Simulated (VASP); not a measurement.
Given:

```yaml
crystal:
  lattice:
    - [0.00000, 2.54246, 2.54246]
    - [2.54246, 0.00000, 2.54246]
    - [2.54246, 2.54246, 0.00000]
  atoms:
    - { symbol: Li, position: [0.00000, 0.00000, 0.00000] }
    - { symbol: Cl, position: [0.50000, 0.50000, 0.50000] }
```

Calculation: PBE GGA with D4 dispersion, VASP's PBE PAW potentials (set 64) (plane waves; VASP 6.6.1). Settings: 520 eV cut-off, 9×9×9 Γ-centred mesh, Gaussian smearing of 0.050 eV, potentials Li_sv Cl.

Problem. Estimate the energy per atom (σ→0), band gap (on the k-mesh) with the smallest direct gap where there is one.

Solution. 
```json
{
  "band gap (on the k-mesh)": "6.49 eV",
  "smallest direct gap (on the k-mesh)": "6.49 eV",
  "energy per atom (σ→0)": "-368.2 kJ/mol of atoms"
}
```

Total energies compare only between runs with the same potentials, cut-off and functional.

The compound is LiCl in the rock salt structure. It was relaxed first.
